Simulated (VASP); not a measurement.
**Relaxed cell of W (Tungsten): a test of cutoff and mesh**

Aim: test the relaxed volume of W (Tungsten) against cutoff and mesh. The starting structure is a measured crystal structure from the Crystallography Open Database.

Method: Kohn-Sham DFT with plane waves and PAW; PBEsol, in VASP 6.6.1.

## 1. Set-up

It takes space group Im-3m (No. 229, cubic). The conventional cell has a = 3.165 Å, b = 3.165 Å, c = 3.165 Å, α = 90.00°, β = 90.00°, γ = 90.00°. W has 8 W at 2.74 Å nearest.

## 2. Reference relaxation

Contents of INCAR:

```
SYSTEM = W
PREC = Accurate
ENCUT = 450
EDIFF = 1E-06
NELM = 100
ISMEAR = 1
SIGMA = 0.1
LREAL = .FALSE.
ALGO = Normal
GGA = PS
NBANDS = 9
LORBIT = 11
LWAVE = .FALSE.
LCHARG = .FALSE.
KPAR = 2
IBRION = 2
NSW = 50
ISIF = 3
EDIFFG = -0.01
```

Contents of POSCAR:

```
W
1.0
   -1.5823450000      1.5823450000      1.5823450000
    1.5823450000     -1.5823450000      1.5823450000
    1.5823450000      1.5823450000     -1.5823450000
W
1
Direct
    0.0000000000      0.0000000000      0.0000000000
```

Contents of KPOINTS:

```
Automatic mesh
0
Gamma
12 12 12
0 0 0
```

Potentials, in the order of the species: W (PBE family, release 64).

Command:

```bash
$ mpirun -np 2 vasp_std
```

The log of the run:

```text
[banner, memory and clock lines left out]
running    2 mpi-ranks, on    1 nodes
 distrk:  each k-point on    1 cores,    2 groups
 distr:  one band on    1 cores,    1 groups

 POSCAR found type information on POSCAR W
 POSCAR found :  1 types and       1 ions
|                                                                             |
|               ----> ADVICE to this user running VASP <----                  |
|                                                                             |
|     You enforced a specific xc type in the INCAR file but a different       |
|     [... a line on the potential file left out ...]
|     I HOPE YOU KNOW WHAT YOU ARE DOING!                                     |
|                                                                             |

 LDA part: xc-table for (Slater+PW92), standard interpolation
 POSCAR, INCAR and KPOINTS ok, starting setup
 FFT: planning ... GRIDC
 FFT: planning ... GRID_SOFT
 FFT: planning ... GRID
 WAVECAR not read
 entering main loop
       N       E                     dE             d eps       ncg     rms          rms(c)
DAV:   1     0.524080235768E+01    0.52408E+01   -0.27447E+03  1304   0.507E+02
DAV:   2    -0.142195977534E+02   -0.19460E+02   -0.18738E+02  1505   0.123E+02
DAV:   3    -0.146146816207E+02   -0.39508E+00   -0.39385E+00  1568   0.139E+01
DAV:   4    -0.146155727992E+02   -0.89118E-03   -0.89115E-03  1493   0.684E-01
DAV:   5    -0.146155747505E+02   -0.19513E-05   -0.19518E-05  1464   0.298E-02    0.213E+01
DAV:   6    -0.140849048658E+02    0.53067E+00   -0.40380E-01  1404   0.404E+00    0.104E+01
DAV:   7    -0.138785479951E+02    0.20636E+00   -0.46791E-01  1457   0.421E+00    0.317E-01
DAV:   8    -0.138765554480E+02    0.19925E-02   -0.23897E-03  1391   0.368E-01    0.145E-01
DAV:   9    -0.138762616037E+02    0.29384E-03   -0.22719E-04  1532   0.678E-02    0.221E-02
DAV:  10    -0.138762612260E+02    0.37762E-06   -0.30647E-05  1538   0.375E-02    0.257E-02
DAV:  11    -0.138762596758E+02    0.15502E-05   -0.16882E-06  1264   0.104E-02    0.151E-03
DAV:  12    -0.138762596935E+02   -0.17751E-07   -0.15706E-08   676   0.999E-04
   1 F= -.13876260E+02 E0= -.13875979E+02  d E =-.138763E+02
[...]
2 F= -.13802419E+02 E0= -.13802330E+02  d E =0.738405E-01
[...]
3 F= -.13882164E+02 E0= -.13881857E+02  d E =-.590450E-02
 curvature:  -0.10 expect dE=-0.816E-05 dE for cont linesearch -0.816E-05
 ZBRENT: interpolating
 opt :   0.2218  next Energy=   -13.882172 (dE=-0.591E-02)
 bond charge predicted
       N       E                     dE             d eps       ncg     rms          rms(c)
DAV:   1    -0.138821728713E+02   -0.87229E-05   -0.14183E-04  1299   0.865E-02    0.379E-02
DAV:   2    -0.138821707124E+02    0.21589E-05   -0.25523E-06  1385   0.119E-02    0.155E-02
DAV:   3    -0.138821705881E+02    0.12434E-06   -0.13993E-06   664   0.783E-03
   4 F= -.13882171E+02 E0= -.13881864E+02  d E =-.591089E-02
 curvature:  -0.10 expect dE=-0.268E-07 dE for cont linesearch -0.268E-07
 trial: gam= 0.00000 g(F)=  0.859E-65 g(S)=  0.268E-06 ort =-0.119E-03 (trialstep = 0.844E+00)
 search vector abs. value=  0.268E-06
 reached required accuracy - stopping structural energy minimisation
```

Wall time 4.8 s (2 MPI ranks of Intel Xeon 6975P-C (Granite Rapids), shared host); peak memory 0.26 GiB; 8.3 s of CPU time.

The logs omit lines about the potential files and the build; timing stands in the text.

From OUTCAR (step 2):

```text
ion  position               nearest neighbor table
   1  0.000  0.000  0.000-

  LATTYP: Found a body centered cubic cell.
 ALAT       =     3.1646900000

 Subroutine GETGRP returns: Found 48 space group operations
 (whereof 48 operations were pure point group operations)

The static configuration has the point symmetry O_h .

 Found     72 irreducible k-points:

   k-points           NKPTS =     72   k-points in BZ     NKDIM =     72   number of bands    NBANDS=      9

   dimension x,y,z NGX =    20 NGY =   20 NGZ =   20
   dimension x,y,z NGXF=    40 NGYF=   40 NGZF=   40

   ENCUT  =  450.0 eV  33.07 Ry    5.75 a.u.   4.74  4.74  4.74*2*pi/ulx,y,z

   NELECT =       6.0000    total number of electrons

 k-points in reciprocal lattice and weights: Automatic mesh
   0.00000000  0.00000000  0.00000000       0.001
   0.08333333  0.00000000  0.00000000       0.007
   0.16666667  0.00000000  0.00000000       0.007
   0.25000000  0.00000000  0.00000000       0.007
   0.33333333  0.00000000  0.00000000       0.007
   0.41666667  0.00000000  0.00000000       0.007
   0.50000000  0.00000000  0.00000000       0.003
   0.08333333  0.08333333  0.00000000       0.014
   0.16666667  0.08333333  0.00000000       0.028
[...]
0.50000000  0.50000000  0.41666667       0.007
   0.50000000  0.50000000  0.50000000       0.001

 average (electrostatic) potential at core
       1 -37.4518

 E-fermi :   7.7947

 k-point     1 :       0.0000    0.0000    0.0000
  band No.  band energies     occupation
      1      -1.8764      2.00000
      2       6.5982      2.00000
      3       6.5982      2.00000
      4       6.5982      2.00000
      5      10.1198      0.00000
      6      10.1198      0.00000
      7      23.2093      0.00000
      8      23.2093      0.00000
      9      23.2093      0.00000

 k-point     2 :       0.0833    0.0000    0.0000
  band No.  band energies     occupation
      1      -1.5435      2.00000
      2       6.3937      2.00000
      3       6.5471      2.00000
      4       6.9333      2.00000
      5       9.8166      0.00000
      6      10.1267      0.00000
      7      23.4889      0.00000
      8      23.7911      0.00000
      9      24.0156      0.00000

 k-point     3 :       0.1667    0.0000    0.0000
  band No.  band energies     occupation
      1      -0.6289      2.00000
      2       5.8787      2.00000
      3       6.2914      2.00000
      4       7.9136     -0.07051
      5       9.4196     -0.00000
      6      10.1783      0.00000
      7      23.9333      0.00000
      8      25.4269      0.00000
    ...

  Total        0.0013597      0.0013597      0.0013597      0.0000000     -0.0000000      0.0000000
  in kB        0.1401670      0.1401670      0.1401670      0.0000000     -0.0000000      0.0000000
  external PRESSURE =       0.1401670 kB  Pullay stress =       0.0000000 kB

  energy-cutoff  :      450.00
  volume of cell :       15.54
      direct lattice vectors                 reciprocal lattice vectors
    -1.572117595  1.572117595  1.572117595     0.000000000  0.318042366  0.318042366
     1.572117595 -1.572117595  1.572117595     0.318042366  0.000000000  0.318042366
     1.572117595  1.572117595 -1.572117595     0.318042366  0.318042366  0.000000000

 POSITION                                       TOTAL-FORCE (eV/Angst)
 -----------------------------------------------------------------------------------
      3.14424      0.00000      0.00000        -0.000000      0.000000      0.000000
 -----------------------------------------------------------------------------------
    total drift:                                0.000000      0.000000      0.000000

  FREE ENERGIE OF THE ION-ELECTRON SYSTEM (eV)
  ---------------------------------------------------
  free  energy   TOTEN  =       -13.8821705881 eV

  energy  without entropy=      -13.8812520826  energy(sigma->0) =      -13.88186442

 reached required accuracy - stopping structural energy minimisation

 total charge
# of ion       s       p       d       tot
------------------------------------------
    1        0.681   0.740   4.222   5.644

[... 3 further parts left out ...]
```

CONTCAR:

```
W
   1.00000000000000
    -1.5721175950767103    1.5721175950767103    1.5721175950767103
     1.5721175950767103   -1.5721175950767103    1.5721175950767103
     1.5721175950767103    1.5721175950767103   -1.5721175950767103
  W
     1
Direct
     0.0000000000000000    1.0000000000000000    1.0000000000000000
```

The PAW data sets were made with PBE, which is usual practice but a small mismatch for other functionals. The data set W keeps the semicore shell frozen, which is cheaper and a little less accurate. The run keeps the 48 symmetry operations of its start, so it cannot find a distortion of lower symmetry.

The reference relaxation ends at 15.542 Å³ an atom.

## 3. Relaxation with a cutoff of 220 eV

Against step 2 the input has ENCUT = 220.

INCAR: that of step 2 with these lines changed.

```diff
@@ -2,3 +2,3 @@
 PREC = Accurate
-ENCUT = 450
+ENCUT = 220
 EDIFF = 1E-06
```

POSCAR is that of step 2.

KPOINTS is that of step 2.

Command:

```bash
$ mpirun -np 2 vasp_std
```

The log of the run:

```text
[banner, memory and clock lines left out]
running    2 mpi-ranks, on    1 nodes
[...]
[... a notice as in an earlier step ...]

 LDA part: xc-table for (Slater+PW92), standard interpolation
 POSCAR, INCAR and KPOINTS ok, starting setup
[...]
entering main loop
       N       E                     dE             d eps       ncg     rms          rms(c)
DAV:   1    -0.961559341833E+01   -0.96156E+01   -0.17807E+03  1749   0.256E+02
DAV:   2    -0.145711797384E+02   -0.49556E+01   -0.48100E+01  1416   0.520E+01
DAV:   3    -0.146179685615E+02   -0.46789E-01   -0.46495E-01  1519   0.392E+00
DAV:   4    -0.146180180428E+02   -0.49481E-04   -0.49480E-04  1429   0.126E-01
[...]
DAV:  10    -0.138705948365E+02    0.81412E-05   -0.65301E-05  1447   0.475E-02    0.276E-02
DAV:  11    -0.138705923196E+02    0.25169E-05   -0.32182E-06  1343   0.121E-02    0.577E-03
DAV:  12    -0.138705926681E+02   -0.34853E-06   -0.18119E-07   667   0.256E-03
   1 F= -.13870593E+02 E0= -.13870325E+02  d E =-.138706E+02
[... from here on, the cycles between the ionic steps are left out ...]
   2 F= -.13731096E+02 E0= -.13731132E+02  d E =0.139497E+00
   3 F= -.13880085E+02 E0= -.13879791E+02  d E =-.949235E-02
   4 F= -.13880105E+02 E0= -.13879812E+02  d E =-.951190E-02
[...]
reached required accuracy - stopping structural energy minimisation
```

Run time: 2 s. Hardware: 2 MPI ranks; peak memory 0.2 GiB.

OUTCAR, selected parts (step 3):

```text
  Total       -0.0025433     -0.0025433     -0.0025433      0.0000000     -0.0000000      0.0000000
  in kB       -0.2633395     -0.2633395     -0.2633395      0.0000000     -0.0000000      0.0000000
  external PRESSURE =      -0.2633395 kB  Pullay stress =       0.0000000 kB

 POSITION                                       TOTAL-FORCE (eV/Angst)
 -----------------------------------------------------------------------------------
     -0.00000      0.00000      0.00000         0.000000      0.000000      0.000000
 -----------------------------------------------------------------------------------
    total drift:                               -0.000000      0.000000      0.000000

  FREE ENERGIE OF THE ION-ELECTRON SYSTEM (eV)
  ---------------------------------------------------
  free  energy   TOTEN  =       -13.8801045718 eV

  energy  without entropy=      -13.8792279163  energy(sigma->0) =      -13.87981235

[... 2 parts as in an earlier step ...]

[... 2 further parts left out ...]
[key lines of the parts left out:]
E-fermi :   7.8515
```

With a cutoff of 220 eV the cell ends at 15.474 Å³ an atom, -0.44 % from the reference.

## 4. Relaxation with a 7×7×7 mesh

Against step 2 the input has a 7×7×7 mesh.

INCAR: that of step 3 with these lines changed.

```diff
@@ -2,3 +2,3 @@
 PREC = Accurate
-ENCUT = 220
+ENCUT = 450
 EDIFF = 1E-06
```

POSCAR is that of step 3.

Contents of KPOINTS:

```
Automatic mesh
0
Gamma
7 7 7
0 0 0
```

Command:

```bash
$ mpirun -np 2 vasp_std
```

The log of the run:

```text
[... set-up lines as in an earlier step ...]
 entering main loop
       N       E                     dE             d eps       ncg     rms          rms(c)
DAV:   1     0.361073018478E+01    0.36107E+01   -0.27802E+03   368   0.507E+02
DAV:   2    -0.141930869501E+02   -0.17804E+02   -0.16797E+02   439   0.120E+02
DAV:   3    -0.145406348656E+02   -0.34755E+00   -0.34718E+00   435   0.126E+01
DAV:   4    -0.145414348034E+02   -0.79994E-03   -0.79991E-03   429   0.666E-01
[...]
DAV:   9    -0.138072502828E+02    0.28915E-03   -0.21184E-04   400   0.672E-02    0.180E-02
DAV:  10    -0.138072522396E+02   -0.19569E-05   -0.23051E-05   409   0.341E-02    0.256E-02
DAV:  11    -0.138072513238E+02    0.91584E-06   -0.11533E-06   259   0.884E-03
   1 F= -.13807251E+02 E0= -.13807669E+02  d E =-.138073E+02
[...]
N       E                     dE             d eps       ncg     rms          rms(c)
DAV:   1    -0.137870964205E+02    0.20156E-01   -0.17827E+00   362   0.993E+00    0.429E+00
[...]
DAV:   4    -0.137599170413E+02   -0.87881E-04   -0.51223E-05   372   0.538E-02    0.137E-01
DAV:   5    -0.137602382461E+02   -0.32120E-03   -0.33745E-04   402   0.980E-02    0.206E-02
DAV:   6    -0.137602379512E+02    0.29498E-06   -0.11453E-06   374   0.102E-02
   2 F= -.13760238E+02 E0= -.13759775E+02  d E =0.470134E-01
 trial-energy change:    0.047013  1 .order    0.047479   -0.035736    0.130694
 step:   0.2176(harm=  0.2147)  dis= 0.00000  next Energy=   -13.811144 (dE=-0.389E-02)
[...]
N       E                     dE             d eps       ncg     rms          rms(c)
DAV:   1    -0.138267020713E+02   -0.66464E-01   -0.10547E+00   362   0.736E+00    0.336E+00
DAV:   2    -0.138132446010E+02    0.13457E-01   -0.14233E-02   383   0.921E-01    0.150E+00
DAV:   3    -0.138110177281E+02    0.22269E-02   -0.69163E-03   475   0.523E-01    0.192E-01
DAV:   4    -0.138112482803E+02   -0.23055E-03   -0.37989E-04   404   0.974E-02    0.978E-02
DAV:   5    -0.138112397537E+02    0.85265E-05   -0.31567E-05   376   0.344E-02    0.151E-02
DAV:   6    -0.138112405227E+02   -0.76896E-06   -0.96125E-07   278   0.807E-03
   3 F= -.13811241E+02 E0= -.13811401E+02  d E =-.398920E-02
[...]
reached required accuracy - stopping structural energy minimisation
```

It took 2.2 s on 2 MPI ranks; peak memory 0.24 GiB.

OUTCAR, selected parts (step 4):

```text
  Total       -0.0074394     -0.0074394     -0.0074394     -0.0000000     -0.0000000     -0.0000000
  in kB       -0.7640039     -0.7640039     -0.7640039     -0.0000000     -0.0000000     -0.0000000
  external PRESSURE =      -0.7640039 kB  Pullay stress =       0.0000000 kB

 POSITION                                       TOTAL-FORCE (eV/Angst)
 -----------------------------------------------------------------------------------
     -0.00000      0.00000      0.00000         0.000000      0.000000     -0.000000
 -----------------------------------------------------------------------------------
    total drift:                                0.000000      0.000000      0.000000

  FREE ENERGIE OF THE ION-ELECTRON SYSTEM (eV)
  ---------------------------------------------------
  free  energy   TOTEN  =       -13.8112405227 eV

  energy  without entropy=      -13.8117226158  energy(sigma->0) =      -13.81140122

[... 1 part as in an earlier step ...]

[... 3 further parts left out ...]
[key lines of the parts left out:]
E-fermi :   7.9130
```

With a 7×7×7 mesh the cell ends at 15.601 Å³ an atom, +0.38 % from the reference.

[end of part 1 of 2]

[Lines on the potential files, build, host, timing and source positions are cut from VASP's logs without a mark.]

[Logs are printed without paths, hosts, clocks, repeated set-up lines and the standing remarks that a program may print on its own settings, such as how far it seeks lower states.]

[Hosts, paths, dates, database ids (printed as entryN), source tags and the programs' standing remarks are cut or masked in the printed files.]
